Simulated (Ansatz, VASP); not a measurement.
## Cross-check of H2C4SCl2O2 (H2C4SCl2O2 (C2/c)) between VASP and Ansatz

Wanted: the spread between two codes on one cell, functional and k mesh. Of the first pair: The structure shown is the start of the Ansatz relaxation below; VASP solves that cell, so the two are compared at the walk's first step.

Program: Ansatz 0.2.0. Level of theory: plane waves, with VASP 6.6.1 beside it; single point at PBE with D3(BJ). Results are calculated unless marked as measured.

### 1. The starting structure

The cell holds 176 atoms: 32 H, 64 C, 16 S, 32 Cl and 32 O. Its edges and angles: a = 15.240 Å, b = 10.192 Å, c = 16.887 Å, α = 90.0°, β = 91.2°, γ = 90.0°. It derives from H2C4SCl2O2 (C2/c), repeated 2×1×2. As first built, before any earlier steps moved the atoms (in the runner's words): H2C4SCl2O2, space group C2/c, measured structure (Crystallography Open Database), 2 x 1 x 2 conventional cells; every coordinate displaced by a Gaussian of 0.01 A; bonds to H set to neutron lengths (C-H 1.089, N-H 1.015, O-H 0.983, B-H 1.19 A) where the measured ones are shorter.

### 2. Ansatz: relaxation, PBE with D3(BJ)

Ansatz runs on its default PAW (the set named soft_2) files.

The two programs are compared at the cell with which this relaxation starts, whose forces are those of its first step.

input.yaml

```yaml
crystal:
  lattice:
    - [15.2391, 0.0007, -0.11327]
    - [0.00049, 10.19153, 0.00084]
    - [-0.21484, 0.00139, 16.8858]
  atoms:
    - { symbol: H, position: [0.32381, 0.33348, 0.08648] }
    - { symbol: H, position: [0.17695, 0.33319, 0.16335] }
    - { symbol: H, position: [0.07374, 0.8336, 0.08646] }
    - { symbol: H, position: [0.42629, 0.8335, 0.16348] }
    - { symbol: H, position: [0.17655, 0.66672, 0.41343] }
    - { symbol: H, position: [0.32346, 0.66679, 0.33663] }
    - { symbol: H, position: [0.42665, 0.16665, 0.41343] }
    - { symbol: H, position: [0.07352, 0.16652, 0.33656] }
    - { symbol: C, position: [0.07237, 0.0415, 0.0877] }
    - { symbol: C, position: [0.42778, 0.04139, 0.16226] }
    - { symbol: C, position: [0.32238, 0.54137, 0.08771] }
    - { symbol: C, position: [0.17801, 0.5411, 0.16211] }
    - { symbol: C, position: [0.4279, 0.95875, 0.41222] }
    - { symbol: C, position: [0.07224, 0.95861, 0.33777] }
    - { symbol: C, position: [0.17787, 0.45883, 0.41227] }
    - { symbol: C, position: [0.32224, 0.45888, 0.33785] }
    - { symbol: C, position: [0.04133, 0.92267, 0.10369] }
    - { symbol: C, position: [0.45874, 0.92253, 0.14625] }
    - { symbol: C, position: [0.29139, 0.42252, 0.10373] }
    - { symbol: C, position: [0.20921, 0.42237, 0.14611] }
    - { symbol: C, position: [0.459, 0.07753, 0.3962] }
    - { symbol: C, position: [0.04116, 0.07741, 0.35378] }
    - { symbol: C, position: [0.20894, 0.57763, 0.39623] }
    - { symbol: C, position: [0.29112, 0.57766, 0.35386] }
    - { symbol: S, position: [0.2501, 0.66341, 0.12491] }
    - { symbol: S, position: [0.00015, 0.16359, 0.12495] }
    - { symbol: S, position: [0.25009, 0.33667, 0.37508] }
    - { symbol: S, position: [3.0e-05, 0.83644, 0.37495] }
    - { symbol: Cl, position: [0.16294, 0.08929, 0.04099] }
    - { symbol: Cl, position: [0.33728, 0.0893, 0.20903] }
[... 140 atom lines left out ...]
    - { symbol: O, position: [0.95828, 0.23588, 0.56138] }
    - { symbol: O, position: [0.54174, 0.23583, 0.68869] }
    - { symbol: O, position: [0.79175, 0.26404, 0.93869] }
    - { symbol: O, position: [0.70845, 0.26404, 0.8114] }
    - { symbol: O, position: [0.5417, 0.76411, 0.93863] }
    - { symbol: O, position: [0.9583, 0.76428, 0.81139] }
kpoints:
  mp_grid: { grid: [1, 1, 1] }
hamiltonian:
  xc: pbe
  dispersion: d3bj
scf:
  occupations: { method: fixed }
output:
  forces: true
  eigenvalues: true
  stress: true
relax:
  f_tol: 0.05
  max_steps: 70
```

Command:

```bash
$ ansatz run input.yaml --threads 4 --pin off --max-ram 8192MiB --backend cpu --events-out ev --progress --plain --runs-dir out
```

Numbers of over 12 decimals in the logs are rounded to 6 here.

The program printed:

```text
Warning: output.stress: scf.convergence.dr2_threshold = 1e-7 eV (the SCF's general default) is looser than the 1.08e-8 eV advised for a printed stress (1e-10 eV for each atom of the cell: 176, of which 108 are counted). What an SCF threshold leaves in a stress goes as its square root, and in the free energy as the threshold itself, and one threshold admits the most on a small cell: [figures from the program's tests c [...]
Engine: ansatz 0.2.0, aarch64-unknown-linux-gnu
Pseudopotentials: kind: paw
Pseudopotential: H, paw, valence charge 1, recommended cutoff 420 eV (normal), H.paw.azcp
Pseudopotential: C, paw, valence charge 4, recommended cutoff 420 eV (normal), C.paw.azcp
Pseudopotential: S, paw, valence charge 6, recommended cutoff 420 eV (normal), S.paw.azcp
Pseudopotential: Cl, paw, valence charge 7, recommended cutoff 420 eV (normal), Cl.paw.azcp
Pseudopotential: O, paw, valence charge 6, recommended cutoff 420 eV (normal), O.paw.azcp
Functional definition: PBE
  parameter kappa = 0.804
  parameter beta = 0.066725
  exchange = pbe_x(kappa = kappa, mu = beta*pi^2/3)
  correlation = pbe_c(beta = beta)
Crystal: 176 atoms, lattice volume = 2622.281 Å³
Basis set: ecut = 420 eV, 51225 PW (Γ), exchange–correlation on 216×144×240 points (8 copies of the dense FFT grid, shifted against one another)
Bands: 576, of which v1, the nominal top of the filled ones, is band 400 counted from 1 (399 counted from 0)
Symmetry: 1 space group operations
Space group: P1 (ITA 1), of the structure as read, at distance tolerance 1.4e-4 Å
k-points: 1
Non-local potential: H, projectors of the file, l = 0: 2, l = 1: 1
Non-local potential: C, projectors of the file, l = 0: 2, l = 1: 2, l = 2: 1
Non-local potential: S, projectors of the file, l = 0: 2, l = 1: 2, l = 2: 2
Non-local potential: Cl, projectors of the file, l = 0: 2, l = 1: 2, l = 2: 2
Non-local potential: O, projectors of the file, l = 0: 2, l = 1: 2, l = 2: 1
PAW form: soft (Blöchl's): semilocal exchange-correlation on the pseudo side does not see the compensation charge
PAW one-centre angular grid: H, 110 points (default); XC on 64 Gauss nodes
PAW one-centre angular grid: C, 110 points (default); XC on 64 Gauss nodes
PAW one-centre angular grid: S, 110 points (default); XC on 64 Gauss nodes
PAW one-centre angular grid: Cl, 110 points (default); XC on 64 Gauss nodes
PAW one-centre angular grid: O, 110 points (default); XC on 64 Gauss nodes
Initial density: superposition of atomic densities (neutral atoms: chi_scale 0, normalization atom), corrected by the library's trained network
Initial wavefunctions: pseudopotential atomic-orbital guess
Functional: x = pbe(κ = 0.804, μ = 0.219515), c = pbe(β = 0.066725)
SCF iter   1: F=—  HF=-83668.178048 eV  |F-HF|=—  |Δ(HF+E_count)|=         —  Δρ=6.62e-3  dr2=1.31e0  ethr=1.77e-3  ⟨swp⟩=5.0  Hψ=2248  notcnv=0  defer=161
preconditioner: auto → Resta (q_TF=auto, 2.239 Å⁻¹)  ε∞=3.1  [insulator: Δε(μ)=2.283 eV  Ē_g=13.753 eV  n_scr=496 (ndim 8)  ℏωp=20.1 eV  f_vac=0.131  ε∞_Penn≈3.1]
SCF iter   2: F=—  HF=-83667.779941 eV  |F-HF|=—  |Δ(HF+E_count)|=   3.98e-1  Δρ=3.51e-3  dr2=2.05e-1  ethr=1.63e-4  ⟨swp⟩=2.0  Hψ=906  notcnv=0  defer=171
SCF iter   3: F=—  HF=-83667.793740 eV  |F-HF|=—  |Δ(HF+E_count)|=   1.38e-2  Δρ=1.57e-3  dr2=5.72e-2  ethr=2.57e-5  ⟨swp⟩=2.0  Hψ=821  notcnv=0  defer=172
SCF iter   4: F=—  HF=-83667.794227 eV  |F-HF|=—  |Δ(HF+E_count)|=   4.87e-4  Δρ=4.16e-4  dr2=3.38e-3  ethr=7.15e-6  ⟨swp⟩=2.0  Hψ=819  notcnv=0  defer=173
SCF iter   5: F=—  HF=-83667.795696 eV  |F-HF|=—  |Δ(HF+E_count)|=   1.47e-3  Δρ=1.36e-4  dr2=4.18e-4  ethr=4.23e-7  ⟨swp⟩=2.0  Hψ=649  notcnv=0  defer=173
SCF iter   6: F=—  HF=-83667.795956 eV  |F-HF|=—  |Δ(HF+E_count)|=   2.61e-4  Δρ=4.66e-5  dr2=5.52e-5  ethr=5.23e-8  ⟨swp⟩=2.0  Hψ=816  notcnv=0  defer=173
SCF iter   7: F=-83667.795986 eV  HF=-83667.795983 eV  |F-HF|=2.99e-6  |Δ(HF+E_count)|=   2.63e-5  Δρ=1.60e-5  dr2=7.40e-6  ethr=6.90e-9  ⟨swp⟩=16.0  Hψ=4162  notcnv=0
[...]
- { symbol: S, position: [6.762233070269248e-5, 0.163694, 0.625039] }
    - { symbol: S, position: [0.250037, 0.336371, 0.874975] }
    - { symbol: S, position: [2.503210762450081e-6, 0.836396, 0.874962] }
    - { symbol: Cl, position: [0.164501, 0.089195, 0.540506] }
    - { symbol: Cl, position: [0.335582, 0.089256, 0.709518] }
    - { symbol: Cl, position: [0.414465, 0.589109, 0.540461] }
    - { symbol: Cl, position: [0.085560, 0.589209, 0.709459] }
    - { symbol: Cl, position: [0.335610, 0.910953, 0.959527] }
    - { symbol: Cl, position: [0.164451, 0.910853, 0.790444] }
    - { symbol: Cl, position: [0.085587, 0.410879, 0.959479] }
    - { symbol: Cl, position: [0.414478, 0.410857, 0.790455] }
    - { symbol: O, position: [0.207830, 0.736875, 0.560767] }
    - { symbol: O, position: [0.292218, 0.736830, 0.689129] }
    - { symbol: O, position: [0.457866, 0.236934, 0.560834] }
    - { symbol: O, position: [0.042280, 0.236836, 0.689224] }
    - { symbol: O, position: [0.292242, 0.263169, 0.939158] }
    - { symbol: O, position: [0.207840, 0.263181, 0.810803] }
    - { symbol: O, position: [0.042196, 0.763127, 0.939124] }
    - { symbol: O, position: [0.457833, 0.763264, 0.810838] }
    - { symbol: H, position: [0.824141, 0.330642, 0.086157] }
    - { symbol: H, position: [0.675867, 0.330683, 0.163838] }
    - { symbol: H, position: [0.574114, 0.830541, 0.086165] }
    - { symbol: H, position: [0.925891, 0.830592, 0.163749] }
    - { symbol: H, position: [0.675921, 0.669419, 0.413845] }
    - { symbol: H, position: [0.824194, 0.669414, 0.336167] }
    - { symbol: H, position: [0.925965, 0.169382, 0.413887] }
    - { symbol: H, position: [0.574205, 0.169345, 0.336142] }
    - { symbol: C, position: [0.572987, 0.040479, 0.087493] }
    - { symbol: C, position: [0.927104, 0.040531, 0.162498] }
    - { symbol: C, position: [0.822974, 0.540580, 0.087451] }
    - { symbol: C, position: [0.677078, 0.540620, 0.162522] }
    - { symbol: C, position: [0.927100, 0.959445, 0.412533] }
    - { symbol: C, position: [0.572999, 0.959409, 0.337450] }
    - { symbol: C, position: [0.677098, 0.459482, 0.412527] }
    - { symbol: C, position: [0.823003, 0.459476, 0.337471] }
    - { symbol: C, position: [0.541517, 0.920528, 0.103623] }
    - { symbol: C, position: [0.958527, 0.920568, 0.146325] }
    - { symbol: C, position: [0.791527, 0.420623, 0.103603] }
    - { symbol: C, position: [0.708500, 0.420644, 0.146382] }
    - { symbol: C, position: [0.958565, 0.079404, 0.396414] }
    - { symbol: C, position: [0.541574, 0.079382, 0.353596] }
    - { symbol: C, position: [0.708540, 0.579447, 0.396390] }
    - { symbol: C, position: [0.791568, 0.579443, 0.353615] }
    - { symbol: S, position: [0.750036, 0.663703, 0.124979] }
    - { symbol: S, position: [0.500063, 0.163617, 0.125026] }
    - { symbol: S, position: [0.750048, 0.336374, 0.374999] }
    - { symbol: S, position: [0.500031, 0.836321, 0.374973] }
    - { symbol: Cl, position: [0.664494, 0.089054, 0.040521] }
    - { symbol: Cl, position: [0.835619, 0.089131, 0.209494] }
    - { symbol: Cl, position: [0.914470, 0.589163, 0.040466] }
    - { symbol: Cl, position: [0.585595, 0.589243, 0.209512] }
    - { symbol: Cl, position: [0.835599, 0.910859, 0.459509] }
    - { symbol: Cl, position: [0.664485, 0.910793, 0.290463] }
    - { symbol: Cl, position: [0.585605, 0.410876, 0.459507] }
    - { symbol: Cl, position: [0.914493, 0.410864, 0.290486] }
    - { symbol: O, position: [0.707839, 0.736919, 0.060797] }
    - { symbol: O, position: [0.792252, 0.736881, 0.189146] }
    - { symbol: O, position: [0.957868, 0.236905, 0.060834] }
    - { symbol: O, position: [0.542279, 0.236773, 0.189203] }
    - { symbol: O, position: [0.792244, 0.263156, 0.439180] }
    - { symbol: O, position: [0.707852, 0.263197, 0.310820] }
    - { symbol: O, position: [0.542213, 0.763090, 0.439156] }
    - { symbol: O, position: [0.957814, 0.763190, 0.310792] }
    - { symbol: H, position: [0.824125, 0.330571, 0.586150] }
    - { symbol: H, position: [0.675859, 0.330630, 0.663841] }
    - { symbol: H, position: [0.574121, 0.830626, 0.586166] }
    - { symbol: H, position: [0.925900, 0.830653, 0.663827] }
    - { symbol: H, position: [0.675919, 0.669370, 0.913848] }
    - { symbol: H, position: [0.824188, 0.669374, 0.836163] }
    - { symbol: H, position: [0.925955, 0.169456, 0.913884] }
    - { symbol: H, position: [0.574251, 0.169431, 0.836216] }
    - { symbol: C, position: [0.572976, 0.040564, 0.587485] }
    - { symbol: C, position: [0.927111, 0.040590, 0.662560] }
    - { symbol: C, position: [0.822978, 0.540509, 0.587459] }
    - { symbol: C, position: [0.677085, 0.540566, 0.662536] }
    - { symbol: C, position: [0.927085, 0.959517, 0.912525] }
    - { symbol: C, position: [0.573021, 0.959495, 0.837500] }
    - { symbol: C, position: [0.677111, 0.459433, 0.912546] }
    - { symbol: C, position: [0.823012, 0.459437, 0.837482] }
    - { symbol: C, position: [0.541511, 0.920609, 0.603616] }
    - { symbol: C, position: [0.958532, 0.920624, 0.646389] }
    - { symbol: C, position: [0.791522, 0.420555, 0.603606] }
    - { symbol: C, position: [0.708500, 0.420587, 0.646391] }
    - { symbol: C, position: [0.958551, 0.079476, 0.896408] }
    - { symbol: C, position: [0.541607, 0.079470, 0.853655] }
    - { symbol: C, position: [0.708544, 0.579400, 0.896399] }
    - { symbol: C, position: [0.791570, 0.579402, 0.853620] }
    - { symbol: S, position: [0.750052, 0.663640, 0.624997] }
    - { symbol: S, position: [0.500043, 0.163693, 0.625015] }
    - { symbol: S, position: [0.750066, 0.336332, 0.875020] }
    - { symbol: S, position: [0.500046, 0.836414, 0.875019] }
    - { symbol: Cl, position: [0.664482, 0.089141, 0.540512] }
    - { symbol: Cl, position: [0.835636, 0.089196, 0.709568] }
    - { symbol: Cl, position: [0.914474, 0.589085, 0.540472] }
    - { symbol: Cl, position: [0.585607, 0.589207, 0.709529] }
    - { symbol: Cl, position: [0.835581, 0.910929, 0.959497] }
    - { symbol: Cl, position: [0.664504, 0.910859, 0.790513] }
    - { symbol: Cl, position: [0.585628, 0.410818, 0.959540] }
    - { symbol: Cl, position: [0.914497, 0.410832, 0.790487] }
    - { symbol: O, position: [0.707854, 0.736877, 0.560824] }
    - { symbol: O, position: [0.792277, 0.736798, 0.689168] }
    - { symbol: O, position: [0.957866, 0.236945, 0.560875] }
    - { symbol: O, position: [0.542249, 0.236844, 0.689199] }
    - { symbol: O, position: [0.792263, 0.263125, 0.939205] }
    - { symbol: O, position: [0.707872, 0.263146, 0.810844] }
    - { symbol: O, position: [0.542234, 0.763169, 0.939193] }
    - { symbol: O, position: [0.957776, 0.763270, 0.810778] }
```

### 3. VASP: single point, PBE with D3(BJ), start cell, pair 1

The same cell, functional and mesh now go to VASP, with its own data sets.

Lines of VASP's logs that name or quote its potential files are left out, and so is its time.

INCAR

```
SYSTEM = H2C4SCl2O2
PREC = Accurate
ENCUT = 520
EDIFF = 1E-06
NELM = 120
ISMEAR = 0
SIGMA = 0.01
LREAL = Auto
ALGO = Normal
GGA = PE
IVDW = 12
NBANDS = 523
LORBIT = 11
LWAVE = .FALSE.
LCHARG = .FALSE.
ISIF = 2
LASPH = .TRUE.
GGA_COMPAT = .FALSE.
EFERMI = MIDGAP
```

POSCAR

```
H2C4SCl2O2
1.0
   15.2391000000      0.0007000000     -0.1132700000
    0.0004900000     10.1915300000      0.0008400000
   -0.2148400000      0.0013900000     16.8858000000
H C S Cl O
32 64 16 32 32
Direct
    0.3238128327      0.3334782042      0.0864808394
    0.1769481424      0.3331932578      0.1633480815
    0.0737423263      0.8335969379      0.0864603733
    0.4262924693      0.8335033463      0.1634797288
    0.1765521021      0.6667204769      0.4134324706
    0.3234570941      0.6667895462      0.3366306531
    0.4266485237      0.1666508050      0.4134294195
    0.0735230425      0.1665187381      0.3365601914
    0.3233370778      0.3333315275      0.5866197866
    0.1764319108      0.3335077617      0.6634097464
    0.0735068011      0.8334895178      0.5864173438
    0.4264307616      0.8335528957      0.6634214327
    0.1764080377      0.6665934304      0.9133604449
    0.3233330482      0.6667704277      0.8365824448
    0.4266684388      0.1666513048      0.9133525653
    0.0735325832      0.1666565809      0.8366786912
    0.8233977176      0.3334831235      0.0865926479
    0.6765127415      0.3336004790      0.1634182789
    0.5731572650      0.8331210712      0.0866184428
    0.9268173752      0.8333905038      0.1632425207
    0.6766476309      0.6665193194      0.4134588827
    0.8234988696      0.6665687803      0.3365678735
    0.9266515040      0.1665379690      0.4134078293
    0.5735198705      0.1666217640      0.3365681598
    0.8232681987      0.3333364381      0.5866213970
    0.6764103895      0.3335224672      0.6635123504
    0.5733290317      0.8333864773      0.5866077376
    0.9266821253      0.8333419313      0.6633304479
    0.6764990078      0.6663922537      0.9135289577
    0.8233773283      0.6665594495      0.8366973457
[... 140 atom lines left out ...]
    0.9582778014      0.2358771340      0.5613797386
    0.5417408108      0.2358295078      0.6886890100
    0.7917488000      0.2640369988      0.9386916578
    0.7084467991      0.2640404574      0.8113991623
    0.5416973987      0.7641066765      0.9386298674
    0.9583010139      0.7642818452      0.8113921022
```

KPOINTS

```
Automatic mesh
0
Gamma
1 1 1
0 0 0
```

Potentials, in the order of the species: H, C, S, Cl and O (PBE family, release 64).

Command:

```bash
$ export OMP_NUM_THREADS=3
$ mpirun -np 1 vasp_gam
```

The program printed:

```text
[banner, memory and clock lines left out]
running    1 mpi-ranks, on    1 nodes
[...]
Offloading initialized ...    1 GPUs detected
[...]
LDA part: xc-table for (Slater+PW92), standard interpolation
 POSCAR, INCAR and KPOINTS ok, starting setup
[...]
entering main loop
       N       E                     dE             d eps       ncg     rms          rms(c)
DAV:   1     0.843067246605E+04    0.84307E+04   -0.42406E+05  1062   0.145E+03
DAV:   2    -0.108378582434E+02   -0.84415E+04   -0.80711E+04  1572   0.334E+02
DAV:   3    -0.108939863614E+04   -0.10786E+04   -0.10657E+04  1228   0.130E+02
DAV:   4    -0.112373733124E+04   -0.34339E+02   -0.34130E+02  1308   0.244E+01
[...]
DAV:  15    -0.100880522671E+04   -0.78369E-04   -0.14665E-04  1220   0.207E-02    0.711E-02
DAV:  16    -0.100880522563E+04    0.10776E-05   -0.15866E-05  1260   0.617E-03    0.225E-02
DAV:  17    -0.100880522659E+04   -0.96075E-06   -0.47523E-06  1124   0.354E-03
   1 F= -.10279708E+04 E0= -.10279708E+04  d E =0.000000E+00
```

Parts of OUTCAR (step 3):

```text
  FREE ENERGIE OF THE ION-ELECTRON SYSTEM (eV)
  ---------------------------------------------------
  free  energy   TOTEN  =     -1027.9707703975 eV

  energy  without entropy=    -1027.9707703975  energy(sigma->0) =    -1027.97077040
```

The run ends at a pressure of 2.74 GPa, with forces up to 0.61 eV/Å.

### 4. Differences

Known differences besides the potentials themselves: fixed occupations in Ansatz, narrow Gaussian smearing in VASP; the cutoff is 420 eV in Ansatz and 520 eV in VASP (PREC = Accurate, projectors in real space). Total energies have different zeros and are not compared.

Forces on 10 of the 176 atoms, those with the largest forces and the largest differences (eV/Å; atoms numbered as in POSCAR):

```csv
atom,"Ansatz x, y, z","VASP x, y, z"
O145,"-0.381, 0.456, -0.657","-0.258, 0.327, -0.447"
O147,"-0.382, 0.456, -0.657","-0.257, 0.325, -0.444"
O153,"-0.381, 0.456, -0.658","-0.255, 0.326, -0.444"
O160,"-0.381, -0.453, -0.654","-0.257, -0.323, -0.438"
O162,"0.380, 0.453, 0.654","0.256, 0.323, 0.434"
O163,"-0.381, 0.455, -0.655","-0.255, 0.325, -0.444"
O164,"0.379, 0.453, 0.654","0.253, 0.321, 0.434"
O165,"0.381, -0.455, 0.656","0.256, -0.327, 0.446"
O166,"-0.380, -0.453, -0.653","-0.255, -0.321, -0.433"
O171,"-0.382, 0.457, -0.659","-0.256, 0.327, -0.446"
```

The forces differ by 100 meV/Å r.m.s., which is 36.8 % of the r.m.s. force of 0.273 eV/Å (both taken over all components).

(Continued in part 2 of 2.)

[Lines on the potential files, build, host, timing and source positions are cut from VASP's logs without a mark.]

[Logs are printed without paths, hosts, clocks, repeated set-up lines and the standing remarks that a program may print on its own settings, such as how far it seeks lower states.]

[Hosts, paths, dates, database ids (printed as entryN), source tags and the programs' standing remarks are cut or masked in the printed files.]
